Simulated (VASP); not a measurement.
A run of VASP 6.6.1:

Contents of INCAR:

```
SYSTEM = TlRu
PREC = Accurate
ENCUT = 600
EDIFF = 1E-7
ISMEAR = 1
SIGMA = 0.1
LREAL = .FALSE.
LASPH = .TRUE.
NELM = 100
ALGO = Normal
ISIF = 3
LWAVE = .FALSE.
LCHARG = .FALSE.
GGA = PE
IBRION = 2
NSW = 60
EDIFFG = -0.02
```

KPOINTS

```
Automatic mesh
0
G
  10 10 5
  0 0 0
```

Contents of POSCAR:

```
TlRu
1.0
    3.0590995300      0.0000000000      0.0000000000
   -1.5295497700      2.6492579100      0.0000000000
    0.0000000000      0.0000000000      6.1453265000
Tl Ru
1 1
Direct
    0.0000000000      0.0000000000      0.5000000000
    0.0000000000      0.0000000000      0.0000000000
```

Potentials or basis: VASP PAW PBE potentials, release 64 (Tl_d, Ru_pv).

Run with:

```sh
$ cat potpaw_PBE.64/Tl_d/POTCAR potpaw_PBE.64/Ru_pv/POTCAR > POTCAR
$ mpirun -np 1 vasp_std > vasp.out
```

Hardware: 1 thread of AMD EPYC 7R43 64-Core Processor (Zen 3), on a shared host.

Question: How long does it take, and how much memory?

Answer: Wall time 3.6 min on 1 thread of AMD EPYC 7R43 64-Core Processor (Zen 3) (shared host), peak memory 0.18 GiB. Counts: scf iterations 73, k points 42, ion steps 7.
